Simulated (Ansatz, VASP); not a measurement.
## CaH90C2S2O51F6 in two plane-wave programs

Aim: how closely do two programs agree when they are given the same cell, functional and k mesh? Of the first pair: The structure shown is the start of the Ansatz relaxation below; VASP solves that cell, so the two are compared at the walk's first step.

Main program and level: Ansatz 0.2.0; plane waves, with VASP 6.6.1 beside it; single point at PBE with D3(BJ).

### 1. Set-up

The cell holds 152 atoms: 51 O, 2 S, 2 C, 6 F, 90 H and 1 Ca. Cell: a = 11.629 Å, b = 11.629 Å, c = 11.629 Å, α = 90.0°, β = 90.0°, γ = 90.0°. The cell carries charge −1.

### 2. Ansatz: relaxation, PBE with D3(BJ)

Ansatz runs on its default PAW (the set named soft_2) files.

The two programs are compared at the cell with which this relaxation starts, whose forces are those of its first step.

input.yaml reads:

```yaml
crystal:
  lattice:
    - [11.62932, 0.0, 0.0]
    - [0.0, 11.62932, 0.0]
    - [0.0, 0.0, 11.62932]
  atoms:
    - { symbol: O, position: [0.91645, 0.26753, 0.925] }
    - { symbol: S, position: [0.98011, 0.27769, 0.81481] }
    - { symbol: O, position: [0.0917, 0.21878, 0.81452] }
    - { symbol: O, position: [0.90896, 0.25706, 0.71351] }
    - { symbol: C, position: [0.01454, 0.43428, 0.80424] }
    - { symbol: F, position: [0.08333, 0.45199, 0.71331] }
    - { symbol: F, position: [0.06677, 0.47413, 0.89891] }
    - { symbol: F, position: [0.9156, 0.49242, 0.78962] }
    - { symbol: O, position: [0.60169, 0.77016, 0.62629] }
    - { symbol: S, position: [0.58105, 0.72411, 0.50937] }
    - { symbol: O, position: [0.46947, 0.66548, 0.49871] }
    - { symbol: O, position: [0.60928, 0.80408, 0.41725] }
    - { symbol: C, position: [0.68964, 0.60648, 0.49024] }
    - { symbol: F, position: [0.79553, 0.65046, 0.48117] }
    - { symbol: F, position: [0.66522, 0.54722, 0.39413] }
    - { symbol: F, position: [0.68708, 0.53385, 0.58064] }
    - { symbol: O, position: [0.30615, 0.73444, 0.94338] }
    - { symbol: H, position: [0.34128, 0.65985, 0.91716] }
    - { symbol: H, position: [0.36444, 0.79128, 0.91975] }
    - { symbol: O, position: [0.18303, 0.07193, 0.98145] }
    - { symbol: H, position: [0.15367, 0.11817, 0.91664] }
    - { symbol: H, position: [0.1698, 0.99206, 0.96135] }
    - { symbol: O, position: [0.63038, 0.52546, 0.85899] }
    - { symbol: H, position: [0.54514, 0.53217, 0.8559] }
    - { symbol: H, position: [0.6488, 0.45189, 0.81914] }
    - { symbol: O, position: [0.16934, 0.76298, 0.75585] }
    - { symbol: H, position: [0.20037, 0.83252, 0.71594] }
    - { symbol: H, position: [0.21027, 0.75752, 0.83124] }
    - { symbol: O, position: [0.53453, 0.0746, 0.89128] }
    - { symbol: H, position: [0.48497, 0.11153, 0.95188] }
[... 116 atom lines left out ...]
    - { symbol: H, position: [0.11245, 0.43318, 0.22038] }
    - { symbol: H, position: [0.03651, 0.46039, 0.11525] }
    - { symbol: O, position: [0.75974, 0.08077, 0.91188] }
    - { symbol: H, position: [0.79309, 0.1583, 0.9118] }
    - { symbol: H, position: [0.67327, 0.08697, 0.90294] }
    - { symbol: Ca, position: [0.91997, 0.0779, 0.28525] }
total_charge: -1
kpoints:
  mp_grid: { grid: [1, 1, 1] }
hamiltonian:
  xc: pbe
  dispersion: d3bj
scf:
  occupations: { method: fermi_dirac, width: 0.01 }
  lower_state_search: "off"
output:
  forces: true
magnetization:
  spin_polarized: true
  initial_magnetization: 1
relax:
  f_tol: 0.05
  max_steps: 90
```

Run with:

```sh
ansatz run input.yaml --threads 4 --pin off --max-ram 8192MiB --backend cpu --events-out ev --progress --plain --runs-dir out
```

Numbers of over 12 decimals in the logs are rounded to 6 here.

Log:

```text
Engine: ansatz 0.2.0, x86_64-unknown-linux-gnu
Pseudopotentials: kind: paw
Pseudopotential: O, paw, valence charge 6, recommended cutoff 420 eV (normal), O.paw.azcp
Pseudopotential: S, paw, valence charge 6, recommended cutoff 420 eV (normal), S.paw.azcp
Pseudopotential: C, paw, valence charge 4, recommended cutoff 420 eV (normal), C.paw.azcp
Pseudopotential: F, paw, valence charge 7, recommended cutoff 420 eV (normal), F.paw.azcp
Pseudopotential: H, paw, valence charge 1, recommended cutoff 420 eV (normal), H.paw.azcp
Pseudopotential: Ca, paw, valence charge 10, recommended cutoff 420 eV (normal), Ca.paw.azcp
Functional definition: PBE
  parameter kappa = 0.804
  parameter beta = 0.066725
  exchange = pbe_x(kappa = kappa, mu = beta*pi^2/3)
  correlation = pbe_c(beta = beta)
Crystal: 152 atoms, lattice volume = 1572.762 Å³
Basis set: ecut = 420 eV, 30839 PW (Γ), exchange–correlation on 160×160×160 points (8 copies of the dense FFT grid, shifted against one another)
Bands: 387, of which v1, the nominal top of the filled ones, is band 235 counted from 1 (234 counted from 0)
Symmetry: 1 space group operations
Space group: P1 (ITA 1), of the structure as read, at distance tolerance 1.2e-4 Å
Magnetic group: BNS 1.1 (UNI 1), of the structure as read, at distance tolerance 1.2e-4 Å
k-points: 1
Non-local potential: O, projectors of the file, l = 0: 2, l = 1: 2, l = 2: 1
Non-local potential: S, projectors of the file, l = 0: 2, l = 1: 2, l = 2: 2
Non-local potential: C, projectors of the file, l = 0: 2, l = 1: 2, l = 2: 1
Non-local potential: F, projectors of the file, l = 0: 2, l = 1: 2, l = 2: 1
Non-local potential: H, projectors of the file, l = 0: 2, l = 1: 1
Non-local potential: Ca, projectors of the file, l = 0: 3, l = 1: 2, l = 2: 2
PAW form: soft (Blöchl's): semilocal exchange-correlation on the pseudo side does not see the compensation charge
PAW one-centre angular grid: O, 110 points (default); XC on 64 Gauss nodes
PAW one-centre angular grid: S, 110 points (default); XC on 64 Gauss nodes
PAW one-centre angular grid: C, 110 points (default); XC on 64 Gauss nodes
PAW one-centre angular grid: F, 110 points (default); XC on 64 Gauss nodes
PAW one-centre angular grid: H, 110 points (default); XC on 64 Gauss nodes
PAW one-centre angular grid: Ca, 110 points (default); XC on 64 Gauss nodes
Starting moments: Σ|m| = 1 μB on 152 of 152 sites
Initial wavefunctions: pseudopotential atomic-orbital guess
Functional: x = pbe(κ = 0.804, μ = 0.219515), c = pbe(β = 0.066725)
SCF iter   1: F=—  HF=-39486.181863 eV  |F-HF|=—  |Δ(HF+E_count)|=         —  Δρ=9.73e-2 (↑9.35e-2 ↓9.73e-2)  dr2=1.35e3  dr2_m=6.19e-1  M=1.000 μB ∫|m|=1.053 μB  β_m=1.00  ethr=3.10e-3  ⟨swp⟩=9.0  Hψ=4486  notcnv=0  defer=258
preconditioner: auto → Resta (q_TF=auto, 2.230 Å⁻¹)  ε∞=2.4  [insulator: Δε(μ)=0.048 eV  Ē_g=15.003 eV  σ=0.010 eV  W_gap=0.83  n_scr=304 (ndim 8)  ℏωp=17.4 eV  f_vac=0.184  D(μ)=16.92/eV (n_scr^D=80)  ε∞_Penn≈2.4]
spin=Collinear: Resta preconditioning applied to the charge; magnetization (m = ρ↑ − ρ↓) channel mixes plain (no charge-response kernel on spin).
SCF iter   2: F=—  HF=-39400.644082 eV  |F-HF|=—  |Δ(HF+E_count)|=         —  Δρ=4.36e-2 (↑4.03e-2 ↓4.36e-2)  dr2=8.91e1  dr2_m=5.52e-1  M=0.109 μB ∫|m|=0.188 μB  β_m=0.30  ethr=3.10e-3  ⟨swp⟩=14.5  Hψ=3285  notcnv=0  defer=281
Mixer restart at iter 2: flushing history
preconditioner: auto → none  [metal: Δε(μ)=0.004 eV  Ē_g=15.194 eV  σ=0.010 eV  W_gap=0.11  n_scr=304 (ndim 8)  ℏωp=17.6 eV  f_vac=0.193  D(μ)=49.41/eV (n_scr^D=364)]
SCF iter   3: F=—  HF=-39371.951821 eV  |F-HF|=—  |Δ(HF+E_count)|=    2.87e1  Δρ=2.15e-2 (↑2.01e-2 ↓2.15e-2)  dr2=1.59e1  dr2_m=2.83e-1  M=0.063 μB ∫|m|=0.150 μB  β_m=0.30  ethr=3.10e-3  ⟨swp⟩=5.0  Hψ=1748  notcnv=0  defer=292
SCF iter   4: F=—  HF=-39366.874077 eV  |F-HF|=—  |Δ(HF+E_count)|=    5.08e0  Δρ=1.10e-2 (↑1.08e-2 ↓1.10e-2)  dr2=2.52e0  dr2_m=1.45e-1  M=0.018 μB ∫|m|=0.072 μB  β_m=0.30  ethr=3.10e-3  ⟨swp⟩=2.5  Hψ=1375  notcnv=0  defer=292
SCF iter   5: F=—  HF=-39366.485377 eV  |F-HF|=—  |Δ(HF+E_count)|=   3.89e-1  Δρ=4.20e-3 (↑4.09e-3 ↓4.20e-3)  dr2=3.18e-1  dr2_m=7.52e-2  M=-0.001 μB ∫|m|=0.047 μB  β_m=0.30  ethr=5.37e-4  ⟨swp⟩=3.5  Hψ=1387  notcnv=0  defer=292
SCF iter   6: F=—  HF=-39366.484606 eV  |F-HF|=—  |Δ(HF+E_count)|=   7.71e-4  Δρ=2.05e-3 (↑2.05e-3 ↓2.03e-3)  dr2=4.25e-2  dr2_m=3.91e-2  M=-0.002 μB ∫|m|=0.036 μB  β_m=0.30  ethr=6.78e-5  ⟨swp⟩=5.5  Hψ=988  notcnv=0  defer=292
Mixer restart at iter 6: flushing history
spin-set hold released at iteration 6 (site moments contracting): the magnetisation degrees of freedom join the quasi-Newton model from the next iteration; the mixer history was flushed
[...]
- { symbol: H, position: [0.788725, 0.292331, 0.331942] }
    - { symbol: O, position: [0.878275, 0.426876, 0.110090] }
    - { symbol: H, position: [0.812734, 0.482430, 0.105129] }
    - { symbol: H, position: [0.874186, 0.381384, 0.039355] }
    - { symbol: O, position: [0.921099, 0.886817, 0.204421] }
    - { symbol: H, position: [0.971770, 0.824915, 0.230692] }
    - { symbol: H, position: [0.885098, 0.861451, 0.132096] }
    - { symbol: O, position: [0.095456, 0.743915, 0.320951] }
    - { symbol: H, position: [0.087958, 0.677267, 0.374026] }
    - { symbol: H, position: [0.142154, 0.716611, 0.253689] }
    - { symbol: O, position: [0.269230, 0.880203, 0.409699] }
    - { symbol: H, position: [0.216016, 0.818608, 0.384440] }
    - { symbol: H, position: [0.335974, 0.878928, 0.355759] }
    - { symbol: O, position: [0.181671, 0.143829, 0.592502] }
    - { symbol: H, position: [0.218203, 0.070036, 0.616508] }
    - { symbol: H, position: [0.163843, 0.184514, 0.664007] }
    - { symbol: O, position: [0.799076, 0.850189, 0.994528] }
    - { symbol: H, position: [0.795337, 0.797239, 0.927681] }
    - { symbol: H, position: [0.799458, 0.927253, 0.960409] }
    - { symbol: O, position: [0.949960, 0.866972, 0.482990] }
    - { symbol: H, position: [-0.00127425, 0.828172, 0.426816] }
    - { symbol: H, position: [0.949642, 0.816988, 0.552244] }
    - { symbol: O, position: [0.438583, 0.138204, 0.270804] }
    - { symbol: H, position: [0.506269, 0.182352, 0.297374] }
    - { symbol: H, position: [0.371441, 0.170698, 0.313112] }
    - { symbol: O, position: [0.963546, 0.711737, 0.659364] }
    - { symbol: H, position: [0.028763, 0.734583, 0.709338] }
    - { symbol: H, position: [0.896191, 0.702079, 0.710602] }
    - { symbol: O, position: [0.672364, 0.999311, 0.586276] }
    - { symbol: H, position: [0.746657, 0.998438, 0.631857] }
    - { symbol: H, position: [0.643971, 0.920109, 0.591701] }
    - { symbol: O, position: [0.273619, 0.934301, 0.637818] }
    - { symbol: H, position: [0.346418, 0.925824, 0.681427] }
    - { symbol: H, position: [0.285412, 0.907918, 0.556961] }
    - { symbol: O, position: [0.965702, 0.091020, 0.493752] }
    - { symbol: H, position: [0.968534, 0.00488861, 0.499686] }
[...]
- { symbol: O, position: [0.762425, 0.090997, 0.147555] }
[...]
- { symbol: O, position: [0.591262, 0.767189, 0.088126] }
[...]
- { symbol: O, position: [0.678832, 0.333604, 0.735892] }
[...]
- { symbol: O, position: [0.629628, 0.273044, 0.345397] }
[...]
- { symbol: O, position: [0.289612, 0.605409, 0.641220] }
[...]
- { symbol: O, position: [0.243165, 0.212433, 0.377436] }
[...]
- { symbol: O, position: [0.457430, 0.900151, 0.265751] }
[...]
- { symbol: O, position: [0.231257, 0.657620, 0.157830] }
[...]
- { symbol: O, position: [0.729462, 0.057915, 0.368395] }
[...]
- { symbol: O, position: [0.379947, 0.551872, 0.302614] }
[...]
- { symbol: O, position: [0.394443, 0.537132, 0.858495] }
[...]
- { symbol: O, position: [0.079500, 0.386962, 0.360054] }
[...]
- { symbol: O, position: [0.081042, 0.586649, 0.495550] }
[...]
- { symbol: O, position: [0.515886, 0.331395, 0.538581] }
[...]
- { symbol: O, position: [0.533760, 0.154142, 0.681991] }
[...]
- { symbol: O, position: [0.123309, 0.035804, 0.290369] }
[...]
- { symbol: O, position: [0.390513, 0.169752, 0.043686] }
    - { symbol: H, position: [0.319168, 0.125020, 0.031274] }
    - { symbol: H, position: [0.410340, 0.161802, 0.126864] }
    - { symbol: O, position: [0.863033, 0.00149845, 0.705978] }
    - { symbol: H, position: [0.836155, 0.035924, 0.778511] }
    - { symbol: H, position: [0.902364, 0.062847, 0.663400] }
    - { symbol: O, position: [0.117131, 0.459919, 0.139277] }
    - { symbol: H, position: [0.111910, 0.432921, 0.220458] }
    - { symbol: H, position: [0.035588, 0.460149, 0.115513] }
    - { symbol: O, position: [0.759758, 0.082042, 0.912277] }
    - { symbol: H, position: [0.791987, 0.160111, 0.910935] }
    - { symbol: H, position: [0.673140, 0.087402, 0.903204] }
    - { symbol: Ca, position: [0.919364, 0.077762, 0.284740] }
```

### 3. VASP: single point, PBE with D3(BJ), start cell, pair 1

The same cell, functional, mesh and smearing now go to VASP, with its own data sets.

Lines of VASP's logs that name or quote its potential files are left out, and so is its time.

INCAR reads:

```
SYSTEM = CaH90C2S2O51F6
PREC = Accurate
ENCUT = 520
EDIFF = 1E-06
NELM = 200
ISMEAR = -1
SIGMA = 0.01
LREAL = Auto
ALGO = Normal
GGA = PE
IVDW = 12
NELECT = 469
NBANDS = 340
ISPIN = 2
MAGMOM = 0 -0 0 0 -0 -0 0 -0 0 0 -0 0 0 0 0 -0 -0 0 0 -0 -0 0 0 -0 0 -0 -0 0 -0 0 -0 -0 0 0 -0 0 0 0 0 -0 0 0 0 0 0 -0 -0 -0 -0 -0 0 0 0 -0 -0 0 0 -0 -0 -0 0 -0 -0 -0 0 -0 -0 -0 -0 0 -0 -0 -0 -0 -0 0 -0 -0 -0 0 0 0 0 -0 -0 -0 -0 0 -0 0 0 -0 -0 -0 -0 0 0 -0 0 0 -0 0 0 -0 -0 0 -0 -0 -0 0 0 0 -0 -0 -0 -0 0 0 -0 -0 -0 0 -0 -0 -0 -0 -0 0 0 0 -0 0 -0 -0 0 -0 -0 -0 0 0 0 -0 -0 0 0 0 -0 0 0 -0 0 -0
LORBIT = 11
LWAVE = .FALSE.
LCHARG = .FALSE.
ISIF = 2
LASPH = .TRUE.
GGA_COMPAT = .FALSE.
```

POSCAR reads:

```
CaH90C2S2O51F6
1.0
   11.6293200000      0.0000000000      0.0000000000
    0.0000000000     11.6293200000      0.0000000000
    0.0000000000      0.0000000000     11.6293200000
O S C F H Ca
51 2 2 6 90 1
Direct
    0.9164508329      0.2675306897      0.9249981942
    0.0916992567      0.2187832135      0.8145188197
    0.9089611430      0.2570571624      0.7135068946
    0.6016860831      0.7701568105      0.6262876935
    0.4694685502      0.6654817307      0.4987135963
    0.6092789604      0.8040796882      0.4172470961
    0.3061485968      0.7344367512      0.9433827601
    0.1830287583      0.0719302590      0.9814503342
    0.6303807961      0.5254563465      0.8589926152
    0.1693392219      0.7629766831      0.7558481493
    0.5345282441      0.0745959351      0.8912816914
    0.0152803431      0.1675936340      0.1270495609
    0.7664334630      0.7089064537      0.7989289142
    0.2908510558      0.3778896788      0.9801088972
    0.5373487014      0.4067993657      0.1935194835
    0.8693027623      0.2877640309      0.3031389626
    0.8789765868      0.4267919362      0.1096624738
    0.9242758820      0.8876099376      0.2020410480
    0.0972713796      0.7435774405      0.3215321274
    0.2696116368      0.8802062373      0.4108408746
    0.1810080039      0.1434563672      0.5928033625
    0.7975186855      0.8504108581      0.9934802723
    0.9515001737      0.8658717793      0.4823583838
    0.4382371454      0.1389075200      0.2698868034
    0.9638998669      0.7108326196      0.6591443008
    0.6715267961      0.9997833063      0.5854598549
    0.2733435833      0.9336401440      0.6377758975
    0.9655594652      0.0893259451      0.4944485146
    0.7638537765      0.0904782051      0.1472485064
    0.5910577747      0.7676287178      0.0885434402
[... 116 atom lines left out ...]
    0.9013080730      0.0613621433      0.6602277691
    0.1124485353      0.4331809598      0.2203826191
    0.0365111632      0.4603880536      0.1152517946
    0.7930902237      0.1582981636      0.9117987982
    0.6732723839      0.0869698314      0.9029418745
    0.9199678055      0.0778979338      0.2852531360
```

KPOINTS reads:

```
Automatic mesh
0
Gamma
1 1 1
0 0 0
```

PAW data sets: O, S, C, F, H and Ca_sv (PBE family, release 64).

Run with:

```sh
export OMP_NUM_THREADS=3
mpirun -np 1 vasp_gam
```

Log:

```text
[banner, memory and clock lines left out]
running    1 mpi-ranks, on    1 nodes
[...]
Offloading initialized ...    1 GPUs detected
[...]
LDA part: xc-table for (Slater+PW92), standard interpolation
 POSCAR, INCAR and KPOINTS ok, starting setup
[...]
entering main loop
       N       E                     dE             d eps       ncg     rms          rms(c)
DAV:   1     0.414258348519E+04    0.41426E+04   -0.26378E+05  1416   0.131E+03
DAV:   2    -0.406598590711E+03   -0.45492E+04   -0.43686E+04  1688   0.334E+02
DAV:   3    -0.825319376619E+03   -0.41872E+03   -0.41567E+03  1672   0.106E+02
DAV:   4    -0.834513856861E+03   -0.91945E+01   -0.91586E+01  1744   0.157E+01
DAV:   5    -0.834795689355E+03   -0.28183E+00   -0.28088E+00  2072   0.217E+00BRMIX: very serious problems
 the old and the new charge density differ
 old charge density:   468.00000 new  469.00000
    0.747E+01
DAV:   6    -0.762078428438E+03    0.72717E+02   -0.24198E+02  1624   0.274E+01    0.362E+01
DAV:   7    -0.761494807872E+03    0.58362E+00   -0.17072E+01  1648   0.717E+00    0.160E+01
DAV:   8    -0.760819677326E+03    0.67513E+00   -0.18491E+00  1712   0.300E+00    0.373E+00
DAV:   9    -0.760725119939E+03    0.94557E-01   -0.31544E-01  1728   0.134E+00    0.678E-01
[...]
DAV:  16    -0.760732323046E+03   -0.61254E-05   -0.17464E-04  1856   0.338E-02    0.156E-02
DAV:  17    -0.760732328438E+03   -0.53919E-05   -0.34704E-05  1568   0.140E-02    0.929E-03
DAV:  18    -0.760732328717E+03   -0.27915E-06   -0.40733E-06  1440   0.637E-03
   1 F= -.76681349E+03 E0= -.76680656E+03  d E =-.138629E-01  mag=    -0.0001
```

From OUTCAR (step 3):

```text
 magnetization (x)
# of ion       s       p       d       tot
------------------------------------------
    1       -0.000   0.000   0.000  -0.000
    2       -0.000  -0.000   0.000  -0.000
    3       -0.000  -0.000   0.000  -0.000
    4       -0.000   0.000   0.000  -0.000
    5       -0.000  -0.000   0.000  -0.000
    6       -0.000  -0.000   0.000  -0.000
[...]
150       -0.000  -0.000   0.000  -0.000
  151       -0.000  -0.000   0.000  -0.000
  152       -0.000  -0.000  -0.000  -0.000
--------------------------------------------------
tot         -0.000  -0.000  -0.000  -0.000
```

This run allows spin, but its moments start at zero, where symmetry between the spins tends to hold them. Its electron count is odd, so without a moment it is a metal by construction.

### 4. Differences

Known differences besides the potentials themselves: the cutoff is 420 eV in Ansatz and 520 eV in VASP (PREC = Accurate, projectors in real space). Total energies have different zeros and are not compared.

Forces on 7 of the 152 atoms, those with the largest forces and the largest differences (eV/Å; atoms numbered as in POSCAR):

```
atom          Ansatz x, y, z            VASP x, y, z
 C55   -0.019, -0.004, 0.013    -0.285, 0.285, 0.070
 F56  -0.002, -0.007, -0.015    0.245, 0.044, -0.345
 F57    0.007, -0.011, 0.008     0.195, 0.130, 0.360
 F58   -0.034, 0.013, -0.006   -0.392, 0.211, -0.056
 F59    0.019, 0.012, -0.003    0.402, 0.180, -0.033
 F60  -0.001, -0.006, -0.025  -0.099, -0.215, -0.373
 F61    0.002, 0.008, -0.006   -0.017, -0.244, 0.315
```

The forces differ by 79 meV/Å r.m.s., which is 81.1 % of the r.m.s. force of 0.097 eV/Å (both taken over all components). Moments aren't recorded for both runs of this pair, so they may hold unlike magnetic states. The cell carries a charge of -1 e against a uniform background, so its pressure also hangs on how the neutralising background is counted, and in a defect's cell a gap may be the spacing between its levels.

### 5. Ansatz: relaxation, PBE with D3(BJ)

This run makes the geometry at which the two programs are then compared.

The structure compared here is the end of the Ansatz relaxation.

input.yaml is that of step 2.

Run with:

```sh
ansatz run input.yaml --threads 4 --pin off --max-ram 8192MiB --backend cpu --events-out ev --progress --plain --runs-dir out
```

Log:

```text
[...]
Crystal: 152 atoms, lattice volume = 1572.762 Å³
Basis set: ecut = 420 eV, 30839 PW (Γ), exchange–correlation on 160×160×160 points (8 copies of the dense FFT grid, shifted against one another)
Bands: 387, of which v1, the nominal top of the filled ones, is band 235 counted from 1 (234 counted from 0)
Symmetry: 1 space group operations
[...]
k-points: 1
[...]
Starting moments: Σ|m| = 1 μB on 152 of 152 sites
[...]
- { symbol: O, position: [0.438583, 0.138204, 0.270804] }
[...]
- { symbol: O, position: [0.390513, 0.169752, 0.043686] }
[...]
- { symbol: O, position: [0.863033, 0.00149845, 0.705978] }
[...]
- { symbol: O, position: [0.117131, 0.459919, 0.139277] }
    - { symbol: H, position: [0.111910, 0.432921, 0.220458] }
    - { symbol: H, position: [0.035588, 0.460149, 0.115513] }
    - { symbol: O, position: [0.759758, 0.082042, 0.912277] }
    - { symbol: H, position: [0.791987, 0.160111, 0.910935] }
    - { symbol: H, position: [0.673140, 0.087402, 0.903204] }
    - { symbol: Ca, position: [0.919364, 0.077762, 0.284740] }
```

(Continued in part 2 of 2.)

[Lines on the potential files, build, host, timing and source positions are cut from VASP's logs without a mark.]

[Logs are printed without paths, hosts, clocks, repeated set-up lines and the standing remarks that a program may print on its own settings, such as how far it seeks lower states.]

[Hosts, paths, dates, database ids (printed as entryN), source tags and the programs' standing remarks are cut or masked in the printed files.]
